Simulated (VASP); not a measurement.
# TiB2: the relaxed cell at several levels of theory

Aim: relax TiB2 at several levels of theory and compare the cells. The starting structure is a measured crystal structure from the Crystallography Open Database. The first relaxation on each setting starts from this cell expanded by 3 % in volume.

Method: Kohn-Sham DFT with plane waves and PAW; PBEsol, LDA, PBE, PBEsol + D3(BJ), r2SCAN, PBEsol+U (Ti d 4 eV), LDA+U (Ti d 4 eV) and r2SCAN + rVV10, in VASP 6.6.1.

## Step 1: Starting point

It takes space group P6/mmm (No. 191, hexagonal). The conventional cell has a = 3.029 Å, b = 3.029 Å, c = 3.228 Å, α = 90.00°, β = 90.00°, γ = 120.00°. Nearest to Ti lie 12 B at 2.38 Å. Nearest to B lie 3 B at 1.75 Å and 6 Ti at 2.38 Å. Farther neighbours are not listed.

## Step 2: Relaxation with PBEsol

PBEsol restores the gradient expansion of exchange and is tuned for the cells of solids. This run starts from the cell of an earlier relaxation, which isn't shown; the restart sets up the plane waves anew.

INCAR reads:

```
SYSTEM = TiB2
PREC = Accurate
ENCUT = 450
EDIFF = 1E-06
NELM = 100
ISMEAR = 0
SIGMA = 0.05
LREAL = .FALSE.
ALGO = Normal
GGA = PS
NBANDS = 15
LORBIT = 11
LWAVE = .FALSE.
LCHARG = .FALSE.
KPAR = 4
IBRION = 2
NSW = 50
ISIF = 3
EDIFFG = -0.006
```

POSCAR reads:

```
TiB2
1.0
    3.0187480018      0.0000000000      0.0000000000
   -1.5093740009      2.6143124571      0.0000000000
    0.0000000000      0.0000000000      3.1858459215
Ti B
1 2
Direct
    0.0000000000      0.0000000000      0.0000000000
    0.6666666667      0.3333333333      0.5000000000
    0.3333333333      0.6666666667      0.5000000000
```

KPOINTS reads:

```
Automatic mesh
0
Gamma
12 12 10
0 0 0
```

The projector-augmented-wave data sets are Ti_sv and B (PBE family, release 64).

Started as:

```bash
mpirun -np 4 vasp_std
```

Output:

```text
[banner, memory and clock lines left out]
running    4 mpi-ranks, on    1 nodes
 distrk:  each k-point on    1 cores,    4 groups
 distr:  one band on    1 cores,    1 groups

 POSCAR found type information on POSCAR TiB
 POSCAR found :  2 types and       3 ions
|                                                                             |
|               ----> ADVICE to this user running VASP <----                  |
|                                                                             |
|     You enforced a specific xc type in the INCAR file but a different       |
|     [... a line on the potential file left out ...]
|     I HOPE YOU KNOW WHAT YOU ARE DOING!                                     |
|                                                                             |

 LDA part: xc-table for (Slater+PW92), standard interpolation
 POSCAR, INCAR and KPOINTS ok, starting setup
 FFT: planning ... GRIDC
 FFT: planning ... GRID_SOFT
 FFT: planning ... GRID
 WAVECAR not read
 entering main loop
       N       E                     dE             d eps       ncg     rms          rms(c)
DAV:   1     0.114585415780E+03    0.11459E+03   -0.83606E+03  3441   0.125E+03
DAV:   2    -0.235972754470E+02   -0.13818E+03   -0.13348E+03  3630   0.340E+02
DAV:   3    -0.306554308578E+02   -0.70582E+01   -0.69800E+01  4914   0.761E+01
DAV:   4    -0.308325297569E+02   -0.17710E+00   -0.17691E+00  4137   0.110E+01
DAV:   5    -0.308375160029E+02   -0.49862E-02   -0.49860E-02  5065   0.155E+00    0.175E+01
DAV:   6    -0.257770722025E+02    0.50604E+01   -0.20619E+01  4725   0.521E+01    0.387E+00
DAV:   7    -0.257892143220E+02   -0.12142E-01   -0.11210E+00  3679   0.120E+01    0.353E+00
DAV:   8    -0.257917014456E+02   -0.24871E-02   -0.84188E-02  5570   0.248E+00    0.694E-01
DAV:   9    -0.257899520961E+02    0.17493E-02   -0.29930E-02  4227   0.232E+00    0.206E-01
DAV:  10    -0.257896699527E+02    0.28214E-03   -0.32110E-03  4285   0.735E-01    0.996E-02
DAV:  11    -0.257896278469E+02    0.42106E-04   -0.19318E-04  4712   0.146E-01    0.658E-02
DAV:  12    -0.257896016614E+02    0.26186E-04   -0.94675E-05  4081   0.123E-01    0.162E-02
DAV:  13    -0.257896018366E+02   -0.17515E-06   -0.54058E-06  4341   0.202E-02
   1 F= -.25789602E+02 E0= -.25789118E+02  d E =-.257896E+02
 curvature:   0.00 expect dE= 0.000E+00 dE for cont linesearch  0.000E+00
 trial: gam= 0.00000 g(F)=  0.666E-49 g(S)=  0.389E-05 ort = 0.000E+00 (trialstep = 0.100E+01)
 search vector abs. value=  0.389E-05
 reached required accuracy - stopping structural energy minimisation
```

The job ended after 17 s (4 MPI ranks of AMD EPYC 7R43, shared host; peak memory 0.5 GiB; 64 s of CPU time).

The logs omit lines about the potential files and the build; timing stands in the text.

From OUTCAR (step 2):

```text
ion  position               nearest neighbor table
   1  0.000  0.000  0.000-   2 2.36   3 2.36   2 2.36   3 2.36   3 2.36   3 2.36   2 2.36   2 2.36
                             2 2.36   2 2.36   3 2.36   3 2.36
   2  0.667  0.333  0.500-   3 1.74   3 1.74   3 1.74   1 2.36   1 2.36   1 2.36   1 2.36   1 2.36
                             1 2.36
   3  0.333  0.667  0.500-   2 1.74   2 1.74   2 1.74   1 2.36   1 2.36   1 2.36   1 2.36   1 2.36
                             1 2.36

  LATTYP: Found a hexagonal cell.
 ALAT       =     3.0187480018
 C/A-ratio  =     1.0553533848

 Subroutine GETGRP returns: Found 24 space group operations
 (whereof 24 operations were pure point group operations)

The static configuration has the point symmetry D_6h.

 Found    114 irreducible k-points:

   k-points           NKPTS =    114   k-points in BZ     NKDIM =    114   number of bands    NBANDS=     15

   dimension x,y,z NGX =    24 NGY =   24 NGZ =   24
   dimension x,y,z NGXF=    48 NGYF=   48 NGZF=   48

   ENCUT  =  450.0 eV  33.07 Ry    5.75 a.u.   5.22  5.22  5.51*2*pi/ulx,y,z

   NELECT =      18.0000    total number of electrons

 k-points in reciprocal lattice and weights: Automatic mesh
   0.00000000  0.00000000  0.00000000       0.001
   0.08333333  0.00000000  0.00000000       0.004
   0.16666667 -0.00000000  0.00000000       0.004
   0.25000000  0.00000000  0.00000000       0.004
   0.33333333  0.00000000  0.00000000       0.004
   0.41666667  0.00000000  0.00000000       0.004
   0.50000000  0.00000000  0.00000000       0.002
   0.08333333  0.08333333  0.00000000       0.004
   0.16666667  0.08333333  0.00000000       0.008
[...]
0.33333333  0.25000000  0.50000000       0.008
   0.33333333  0.33333333  0.50000000       0.001

 average (electrostatic) potential at core
       1 -70.4393       2 -22.1845       3 -22.1845

 E-fermi :  10.1396

 k-point     1 :       0.0000    0.0000    0.0000
  band No.  band energies     occupation
    ...
      5      -3.4336      2.00000
      6       7.4299      2.00000
      7       7.4299      2.00000
      8       7.9310      2.00000
      9       7.9576      2.00000
     10      12.0899      0.00000
     11      12.0899      0.00000
     12      13.9705      0.00000
     13      13.9705      0.00000
     14      15.9111      0.00000
    ...

 k-point     2 :       0.0833    0.0000    0.0000
  band No.  band energies     occupation
    ...
      5      -3.2982      2.00000
      6       7.0497      2.00000
      7       7.4110      2.00000
      8       7.8111      2.00000
      9       8.0233      2.00000
     10      12.0494      0.00000
     11      12.3341      0.00000
     12      13.4120      0.00000
     13      13.5018      0.00000
     14      16.4638      0.00000
    ...

 k-point     3 :       0.1667   -0.0000    0.0000
  band No.  band energies     occupation
    ...
      5      -2.9001      2.00000
      6       6.0736      2.00000
      7       7.3393      2.00000
      8       7.5429      2.00000
      9       8.1702      2.00000
     10      11.9407      0.00000
     11      12.6386      0.00000
     12      12.9269      0.00000
     13      12.9444      0.00000
     14      17.1314      0.00000
    ...

  Total        0.0085741      0.0085741     -0.0097452      0.0000000     -0.0000000      0.0000000
  in kB        0.5463725      0.5463725     -0.6209979      0.0000000     -0.0000000      0.0000000
  external PRESSURE =       0.1572490 kB  Pullay stress =       0.0000000 kB

  energy-cutoff  :      450.00
  volume of cell :       25.14
      direct lattice vectors                 reciprocal lattice vectors
     3.018748002  0.000000000  0.000000000     0.331263159  0.191254874  0.000000000
    -1.509374001  2.614312457  0.000000000     0.000000000  0.382509748  0.000000000
     0.000000000  0.000000000  3.185845921     0.000000000  0.000000000  0.313888375

 POSITION                                       TOTAL-FORCE (eV/Angst)
 -----------------------------------------------------------------------------------
      0.00000      0.00000      0.00000         0.000000      0.000000     -0.000000
      1.50937      0.87144      1.59292        -0.000000     -0.000000     -0.000000
     -0.00000      1.74287      1.59292        -0.000000      0.000000      0.000000
 -----------------------------------------------------------------------------------
    total drift:                               -0.000000      0.000000      0.000000

  FREE ENERGIE OF THE ION-ELECTRON SYSTEM (eV)
  ---------------------------------------------------
  free  energy   TOTEN  =       -25.7896018366 eV

  energy  without entropy=      -25.7886343814  energy(sigma->0) =      -25.78911811

 reached required accuracy - stopping structural energy minimisation

 total charge
# of ion       s       p       d       tot
------------------------------------------
    1        2.182   6.223   2.069  10.475
    2        0.687   1.335   0.000   2.022
    3        0.687   1.335   0.000   2.022
--------------------------------------------------
tot          3.557   8.893   2.069  14.519

[... 3 further parts left out ...]
```

CONTCAR:

```
TiB2
   1.00000000000000
     3.0187480018000001    0.0000000000000000    0.0000000000000000
    -1.5093740009000001    2.6143124571000000    0.0000000000000000
     0.0000000000000000    0.0000000000000000    3.1858459214999999
  Ti              B
     1     2
Direct
     0.0000000000000000    0.0000000000000000    0.0000000000000000
     0.6666666667000030    0.3333333332999970    0.5000000000000000
     0.3333333332999970    0.6666666667000030    0.5000000000000000
```

The PAW data sets were made with PBE, which is usual practice but a small mismatch for other functionals. The run keeps the 24 symmetry operations of its start, so it cannot find a distortion of lower symmetry.

With PBEsol the relaxed cell holds 8.381 Å³ an atom, -2.00 % against the measured cell, with a = 3.019 Å and c = 3.186 Å. Pressures at 0.985 and 1.015 times this volume, from two more relaxations that aren't shown, give a bulk modulus of 262.6 GPa.

## Step 3: Relaxation with LDA

LDA, the lowest rung, knows the local density alone. This run starts from the cell of an earlier relaxation, which isn't shown; the restart sets up the plane waves anew.

INCAR, as its differences from that of step 2:

```diff
@@ -9,3 +9,3 @@
 ALGO = Normal
-GGA = PS
+GGA = CA
 NBANDS = 15
```

POSCAR reads:

```
TiB2
1.0
    2.9959533803      0.0000000000      0.0000000000
   -1.4979766901      2.5945717358      0.0000000000
    0.0000000000      0.0000000000      3.1613924200
Ti B
1 2
Direct
    0.0000000000      0.0000000000      0.0000000000
    0.6666666667      0.3333333333      0.5000000000
    0.3333333333      0.6666666667      0.5000000000
```

KPOINTS is that of step 2.

Potentials, in the order of the species: Ti_sv and B (LDA family, release 64).

Started as:

```bash
mpirun -np 4 vasp_std
```

Output:

```text
[banner, memory and clock lines left out]
running    4 mpi-ranks, on    1 nodes
[...]
LDA part: xc-table for (Slater(with rela. corr.)+CA(PZ))
 , standard interpolation
 POSCAR, INCAR and KPOINTS ok, starting setup
[...]
entering main loop
       N       E                     dE             d eps       ncg     rms          rms(c)
DAV:   1     0.112574968369E+03    0.11257E+03   -0.84090E+03  3420   0.124E+03
DAV:   2    -0.253052667591E+02   -0.13788E+03   -0.13372E+03  3630   0.338E+02
DAV:   3    -0.320217110313E+02   -0.67164E+01   -0.66532E+01  4807   0.750E+01
DAV:   4    -0.322107107058E+02   -0.18900E+00   -0.18890E+00  4359   0.110E+01
[...]
DAV:  11    -0.269188183930E+02    0.24084E-04   -0.28055E-04  4354   0.175E-01    0.774E-02
DAV:  12    -0.269188023303E+02    0.16063E-04   -0.90673E-05  4402   0.122E-01    0.819E-03
DAV:  13    -0.269188018715E+02    0.45885E-06   -0.36132E-06  4078   0.209E-02
   1 F= -.26918802E+02 E0= -.26918313E+02  d E =-.269188E+02
[...]
reached required accuracy - stopping structural energy minimisation
```

The job ended after 13 s (4 MPI ranks; peak memory 0.46 GiB; 51 s of CPU time).

OUTCAR, selected parts (step 3):

```text
  Total        0.0013992      0.0013992      0.0025341      0.0000000      0.0000000     -0.0000000
  in kB        0.0912222      0.0912222      0.1652176      0.0000000      0.0000000     -0.0000000
  external PRESSURE =       0.1158873 kB  Pullay stress =       0.0000000 kB

 POSITION                                       TOTAL-FORCE (eV/Angst)
 -----------------------------------------------------------------------------------
      0.00000      0.00000      0.00000        -0.000000      0.000000     -0.000000
      1.49798      0.86486      1.58070         0.000000      0.000000     -0.000000
     -0.00000      1.72971      1.58070        -0.000000     -0.000000      0.000000
 -----------------------------------------------------------------------------------
    total drift:                               -0.000000      0.000000      0.000000

  FREE ENERGIE OF THE ION-ELECTRON SYSTEM (eV)
  ---------------------------------------------------
  free  energy   TOTEN  =       -26.9188018715 eV

  energy  without entropy=      -26.9178244149  energy(sigma->0) =      -26.91831314

[... 2 parts as in an earlier step ...]

[... 2 further parts left out ...]
[key lines of the parts left out:]
E-fermi :  10.4209
```

With LDA the relaxed cell holds 8.191 Å³ an atom, -4.21 % against the measured cell, with a = 2.996 Å and c = 3.161 Å. That is -2.26 % from PBEsol. Pressures at 0.985 and 1.015 times this volume, from two more relaxations that aren't shown, give a bulk modulus of 276.0 GPa.

## Step 4: Relaxation with PBE

PBE, the usual starting point, adds the gradient of the density.

INCAR, as its differences from that of step 3:

```diff
@@ -9,3 +9,3 @@
 ALGO = Normal
-GGA = CA
+GGA = PE
 NBANDS = 15
```

POSCAR reads:

```
TiB2
1.0
    3.0591940299      0.0000000000      0.0000000000
   -1.5295970149      2.6493397449      0.0000000000
    0.0000000000      0.0000000000      3.2603664354
Ti B
1 2
Direct
    0.0000000000      0.0000000000      0.0000000000
    0.6666666667      0.3333333333      0.5000000000
    0.3333333333      0.6666666667      0.5000000000
```

KPOINTS is that of step 3.

PAW data sets: Ti_sv and B (PBE family, release 64).

Started as:

```bash
mpirun -np 4 vasp_std
```

Output:

```text
[banner, memory and clock lines left out]
running    4 mpi-ranks, on    1 nodes
[...]
LDA part: xc-table for (Slater+PW92), standard interpolation
 POSCAR, INCAR and KPOINTS ok, starting setup
[...]
entering main loop
       N       E                     dE             d eps       ncg     rms          rms(c)
DAV:   1     0.116584407952E+03    0.11658E+03   -0.83843E+03  3420   0.123E+03
DAV:   2    -0.222181289452E+02   -0.13880E+03   -0.13439E+03  3658   0.339E+02
DAV:   3    -0.293408777454E+02   -0.71227E+01   -0.70432E+01  4906   0.758E+01
DAV:   4    -0.295261157503E+02   -0.18524E+00   -0.18515E+00  4193   0.111E+01
[...]
DAV:  11    -0.244120444750E+02   -0.49303E-04   -0.60988E-04  4748   0.285E-01    0.617E-02
DAV:  12    -0.244120096353E+02    0.34840E-04   -0.14868E-04  3962   0.159E-01    0.140E-02
DAV:  13    -0.244120094433E+02    0.19193E-06   -0.61308E-06  4559   0.207E-02
   1 F= -.24412009E+02 E0= -.24411551E+02  d E =-.244120E+02
[... from here on, the cycles between the ionic steps are left out ...]
   2 F= -.24413447E+02 E0= -.24412999E+02  d E =-.143792E-02
   3 F= -.24428023E+02 E0= -.24427570E+02  d E =-.160135E-01
   4 F= -.24428016E+02 E0= -.24427563E+02  d E =-.160066E-01
   5 F= -.24428202E+02 E0= -.24427741E+02  d E =-.185605E-03
   6 F= -.24428205E+02 E0= -.24427742E+02  d E =-.188535E-03
   7 F= -.24428206E+02 E0= -.24427742E+02  d E =-.968770E-06
 trial-energy change:   -0.000001  1 .order   -0.000003   -0.000022    0.000015
 step:   0.5475(harm=  0.5475)  dis= 0.00000  next Energy=   -24.428211 (dE=-0.649E-05)
 reached required accuracy - stopping structural energy minimisation
```

Elapsed: 64 s, on 4 MPI ranks; peak memory 0.54 GiB.

OUTCAR, selected parts (step 4):

```text
  Total        0.0146075      0.0146075      0.0160935      0.0000000      0.0000000      0.0000000
  in kB        0.9117812      0.9117812      1.0045361      0.0000000      0.0000000      0.0000000
  external PRESSURE =       0.9426995 kB  Pullay stress =       0.0000000 kB

 POSITION                                       TOTAL-FORCE (eV/Angst)
 -----------------------------------------------------------------------------------
     -1.51587      2.62557      3.22464        -0.000000     -0.000000     -0.000000
      1.51587      0.87519      1.61232        -0.000000     -0.000000      0.000000
     -0.00000      1.75038      1.61232         0.000000      0.000000     -0.000000
 -----------------------------------------------------------------------------------
    total drift:                               -0.000000      0.000000      0.000000

  FREE ENERGIE OF THE ION-ELECTRON SYSTEM (eV)
  ---------------------------------------------------
  free  energy   TOTEN  =       -24.4282055348 eV

  energy  without entropy=      -24.4272792975  energy(sigma->0) =      -24.42774242

[... 2 parts as in an earlier step ...]

[... 2 further parts left out ...]
[key lines of the parts left out:]
E-fermi :  10.0100
```

With PBE the relaxed cell holds 8.556 Å³ an atom, +0.05 % against the measured cell, with a = 3.032 Å and c = 3.225 Å. That is +2.09 % from PBEsol. Pressures at 0.985 and 1.015 times this volume, from two more relaxations that aren't shown, give a bulk modulus of 251.0 GPa.

## Step 5: Relaxation with PBEsol + D3(BJ)

D3 with Becke-Johnson damping keeps a finite attraction at short range. This run starts from the cell of an earlier relaxation, which isn't shown; the restart sets up the plane waves anew.

INCAR, as its differences from that of step 4:

```diff
@@ -9,3 +9,4 @@
 ALGO = Normal
-GGA = PE
+GGA = PS
+IVDW = 12
 NBANDS = 15
```

POSCAR reads:

```
TiB2
1.0
    2.9950064802      0.0000000000      0.0000000000
   -1.4975032400      2.5937516962      0.0000000000
    0.0000000000      0.0000000000      3.1473520133
Ti B
1 2
Direct
    0.0000000000      0.0000000000      0.0000000000
    0.6666666667      0.3333333333      0.5000000000
    0.3333333333      0.6666666667      0.5000000000
```

KPOINTS is that of step 4.

Started as:

```bash
mpirun -np 4 vasp_std
```

Output:

```text
[banner, memory and clock lines left out]
running    4 mpi-ranks, on    1 nodes
[...]
[... a notice as in an earlier step ...]

 LDA part: xc-table for (Slater+PW92), standard interpolation
 POSCAR, INCAR and KPOINTS ok, starting setup
[...]
entering main loop
       N       E                     dE             d eps       ncg     rms          rms(c)
DAV:   1     0.112184751639E+03    0.11218E+03   -0.84068E+03  3441   0.125E+03
DAV:   2    -0.239397732144E+02   -0.13612E+03   -0.13178E+03  3588   0.339E+02
DAV:   3    -0.306312090048E+02   -0.66914E+01   -0.66258E+01  4758   0.745E+01
DAV:   4    -0.308351233997E+02   -0.20391E+00   -0.20377E+00  4318   0.112E+01
[...]
DAV:  11    -0.257723420335E+02    0.14781E-03   -0.27013E-04  4338   0.179E-01    0.662E-02
DAV:  12    -0.257723240951E+02    0.17938E-04   -0.70411E-05  4483   0.997E-02    0.173E-02
DAV:  13    -0.257723242389E+02   -0.14382E-06   -0.46676E-06  4083   0.217E-02
   1 F= -.26933776E+02 E0= -.26933360E+02  d E =-.269338E+02
[...]
reached required accuracy - stopping structural energy minimisation
```

Wall time 17 s (4 MPI ranks); peak memory 0.53 GiB; 64 s of CPU time.

Parts of OUTCAR (step 5):

```text
 Edisp (eV)   -1.16145

  Total       0.00450     0.00450    -0.00950     0.00000    -0.00000     0.00000
  in kB       0.29479     0.29479    -0.62262     0.00000    -0.00000     0.00000
  external pressure =       -0.01 kB  Pullay stress =        0.00 kB

 POSITION                                       TOTAL-FORCE (eV/Angst)
 -----------------------------------------------------------------------------------
      0.00000      0.00000      0.00000        -0.000000      0.000000      0.000000
      1.49750      0.86458      1.57368         0.000000     -0.000000      0.000000
     -0.00000      1.72917      1.57368        -0.000000      0.000000      0.000000
 -----------------------------------------------------------------------------------
    total drift:                               -0.000000      0.000000      0.000000

  FREE ENERGIE OF THE ION-ELECTRON SYSTEM (eV)
  ---------------------------------------------------
  free  energy   TOTEN  =       -26.9337764497 eV

  energy  without entropy=      -26.9329441549  energy(sigma->0) =      -26.93336030

[... 2 parts as in an earlier step ...]

[... 2 further parts left out ...]
[key lines of the parts left out:]
E-fermi :  10.4558
```

With PBEsol + D3(BJ) the relaxed cell holds 8.150 Å³ an atom, -4.70 % against the measured cell, with a = 2.995 Å and c = 3.147 Å. That is -2.76 % from PBEsol. Pressures at 0.985 and 1.015 times this volume, from two more relaxations that aren't shown, give a bulk modulus of 276.6 GPa.

(Part 1 of 2 ends here.)

[Lines on the potential files, build, host, timing and source positions are cut from VASP's logs without a mark.]

[Logs are printed without paths, hosts, clocks, repeated set-up lines and the standing remarks that a program may print on its own settings, such as how far it seeks lower states.]

[Hosts, paths, dates, database ids (printed as entryN), source tags and the programs' standing remarks are cut or masked in the printed files.]
